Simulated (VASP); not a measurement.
An input for Quantum ESPRESSO's pw.x (written as the equivalent of a VASP run, and not itself run):

```
&CONTROL
  calculation = 'vc-relax'
  pseudo_dir = './pseudo'
  outdir = './out'
  tprnfor = .true.
  tstress = .true.
  nstep = 30
  forc_conv_thr = 0.00039
/
&SYSTEM
  ibrav = 0
  nat = 6
  ntyp = 2
  ecutwfc = 74
  occupations = 'smearing'
  smearing = 'gaussian'
  degauss = 0.003675
  input_dft = 'revpbe'
/
&ELECTRONS
  conv_thr = 7.3e-09
  electron_maxstep = 100
/
&IONS
/
&CELL
  cell_dofree = 'shape'
/
ATOMIC_SPECIES
  W 183.840 W.upf
  S 32.060 S.upf
CELL_PARAMETERS angstrom
     1.5688458   -2.7173206    0.0000000
     1.5688458    2.7173206    0.0000000
     0.0000000    0.0000000   15.7364356
ATOMIC_POSITIONS crystal
  W    0.3333330  0.6666670  0.2500000
  W    0.6666670  0.3333330  0.7500000
  S    0.3333330  0.6666670  0.8479124
  S    0.6666670  0.3333330  0.3479124
  S    0.6666670  0.3333330  0.1520876
  S    0.3333330  0.6666670  0.6520876
K_POINTS automatic
  8 8 2 0 0 0
```

Task: Write the VASP files for the same calculation (revPBE).

Result: One answer among several that fit: 
KPOINTS:
```
Automatic mesh
0
Gamma
8 8 2
0 0 0
```

**INCAR**
```
! general
SYSTEM  = WS2
PREC    = Accurate
ENCUT   = 520
LREAL   = .False.
LASPH   = .True.

! electronic loop
EDIFF   = 1E-7
NELM    = 100
ALGO    = Normal
LMAXMIX = 6

! smearing
ISMEAR  = 0
SIGMA   = 0.05

! functional
GGA     = RE

! ions
IBRION  = 2
NSW     = 30
ISIF    = 4
EDIFFG  = -0.01

! output
LWAVE   = .False.
LCHARG  = .False.
```

### POSCAR
```
WS2
1
    1.5688457829    -2.7173205828     0.0000000000
    1.5688457829     2.7173205828     0.0000000000
    0.0000000000     0.0000000000    15.7364356410
W S
2 4
Direct
  0.3333330000   0.6666670000   0.2500000000
  0.6666670000   0.3333330000   0.7500000000
  0.3333330000   0.6666670000   0.8479124447
  0.6666670000   0.3333330000   0.3479124447
  0.6666670000   0.3333330000   0.1520875553
  0.3333330000   0.6666670000   0.6520875553
```

POTCAR, in this order: W_sv S (PBE.64 set). Program: vasp_std.

Limits of the translation: the potentials are each code's own (VASP's PAW set, PseudoDojo norm-conserving files in pw.x), so ENCUT and ecutwfc are chosen apart and not converted; conv_thr bounds pw.x's estimated SCF error, while EDIFF bounds the energy change between steps; forc_conv_thr acts on force components and is met together with etot_conv_thr.

The compound is WS2 in the 2H layered structure. This cell is one point of a volume scan, at 0.94 of the reference volume. Symmetry was kept, so distortions that lower it aren't found.
